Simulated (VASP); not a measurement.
Given:

```yaml
crystal:
  lattice:
    - [2.98080, 0.00000, 0.00000]
    - [-1.49040, 2.58145, 0.00000]
    - [0.00000, 0.00000, 4.72112]
  atoms:
    - { symbol: Ti, position: [0.00000, 0.00000, 0.00000] }
    - { symbol: O, position: [0.33333, 0.66667, 0.20250] }
    - { symbol: O, position: [0.66667, 0.33333, 0.79750] }
```

Computed with r2SCAN meta-GGA, VASP's PBE PAW potentials (set 64) (plane waves; VASP). Numerical set-up: 520 eV cut-off, 10×10×5 Γ-centred mesh, tetrahedra with Blöchl corrections, potentials Ti_sv O.

The path is coarsely sampled, so an indirect gap can come out somewhat too large.

Give the energies of bands 7 to 15 at the high-symmetry points, in eV from the valence-band maximum.

```json
[
 {"band": "7", "Γ": "-4.27", "M": "-4.67", "K": "-3.69", "A": "-3.98", "L": "-4.82", "H": "-3.84"},
 {"band": "8", "Γ": "-3.99", "M": "-3.06", "K": "-3.69", "A": "-3.98", "L": "-3.13", "H": "-3.84"},
 {"band": "9", "Γ": "-3.99", "M": "-2.63", "K": "-3.14", "A": "-3.50", "L": "-2.99", "H": "-2.93"},
 {"band": "10", "Γ": "-0.36", "M": "-1.99", "K": "-1.74", "A": "-1.40", "L": "-1.77", "H": "-1.55"},
 {"band": "11", "Γ": "-0.36", "M": "-1.51", "K": "-1.74", "A": "-0.41", "L": "-1.41", "H": "-1.55"},
 {"band": "12", "Γ": "-0.23", "M": "-1.12", "K": "-1.16", "A": "-0.41", "L": "-0.56", "H": "-1.42"},
 {"band": "13", "Γ": "2.98", "M": "3.22", "K": "3.11", "A": "2.97", "L": "3.23", "H": "3.25"},
 {"band": "14", "Γ": "2.98", "M": "4.05", "K": "4.30", "A": "2.97", "L": "4.04", "H": "4.28"},
 {"band": "15", "Γ": "4.73", "M": "4.11", "K": "4.30", "A": "4.79", "L": "4.11", "H": "4.28"}
]
```

The gap is indirect, 2.97 eV, from the valence maximum at K-Γ at 0.60 to the conduction minimum at A.

The structure was generated: TiO2 was put into the CdI2 type (P-3m1), which need not be its known phase. It was relaxed first, which changed the volume by +18 %.
